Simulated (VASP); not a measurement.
All values below come from r2SCAN meta-GGA, VASP's PBE PAW potentials (set 64) (plane waves; VASP).

A VASP calculation is set up with these files.

File KPOINTS:
```
Automatic mesh
0
Gamma
6 6 6
0 0 0
```

**INCAR**
```
SYSTEM = W
EDIFF = 1E-6
LMAXMIX = 6
NELM = 100   # most electronic steps
LWAVE = F
EDIFFG = -0.02
NSW = 60
ISIF = 3   # ions, shape and volume
LREAL = F   # projection in real space or not
METAGGA = R2SCAN
LASPH = T   # aspherical one-centre terms
LCHARG = F
SIGMA = 0.1   # width (eV)
LMIXTAU = T
ISMEAR = 1   # Methfessel-Paxton
ENCUT = 400   # plane-wave cut-off (eV)
IBRION = 2   # conjugate gradients
PREC = Accurate
ALGO = Normal
```

File POSCAR:
```
W
1
    5.0349575969    -0.0000000000    -0.0000000000
    0.0000000000     5.0349575969     0.0000000000
    0.0000000000     0.0000000000     5.0349575969
W
8
Direct
  0.2500000000   0.0000000000   0.5000000000
  0.7500000000   0.0000000000   0.5000000000
  0.5000000000   0.7500000000   0.0000000000
  0.5000000000   0.2500000000   0.0000000000
  0.0000000000   0.5000000000   0.7500000000
  0.0000000000   0.5000000000   0.2500000000
  0.0000000000   0.0000000000   0.0000000000
  0.5000000000   0.5000000000   0.5000000000
```

POTCAR, in this order: W_sv (PBE.64 set). Program: vasp_std.

Unless said otherwise, spin-orbit coupling is left out, though it shifts the bands of the heavy elements here.

**Question.** Estimate the energy per atom (σ→0), volume per atom, band gap (on the k-mesh).

**Answer.** 
```
Item                                                        Result
------------------------  ----------------------------------------
energy per atom (σ→0)                              -51.240 eV/atom
band gap (on the k-mesh)  none (metal, semimetal or under 0.01 eV)
volume per atom                                      16.21 Å³/atom
```

OSZICAR:
```
...
DAV:   4    -0.409877059534E+03    0.39271E-01   -0.14925E-01  3044   0.250E+00    0.761E-01
DAV:   5    -0.409923670160E+03   -0.46611E-01   -0.58262E-02  3088   0.184E+00    0.704E-01
DAV:   6    -0.409921960685E+03    0.17095E-02   -0.14609E-02  2977   0.729E-01    0.590E-02
DAV:   7    -0.409922175567E+03   -0.21488E-03   -0.43973E-04  3145   0.133E-01    0.463E-02
DAV:   8    -0.409922182317E+03   -0.67502E-05   -0.75619E-05  2966   0.554E-02    0.341E-02
DAV:   9    -0.409922200545E+03   -0.18228E-04   -0.41417E-05  2854   0.365E-02    0.585E-03
DAV:  10    -0.409922200610E+03   -0.65127E-07   -0.49054E-06  2598   0.173E-02
   3 F= -.40992220E+03 E0= -.40992106E+03  d E =-.309880E-01
```

The structure comes from a computed database's W entry (Pm-3n); how it stands against other phases isn't given here. This run relaxes it. Symmetry was kept, so distortions that lower it aren't found. The start is the result of an earlier pass.
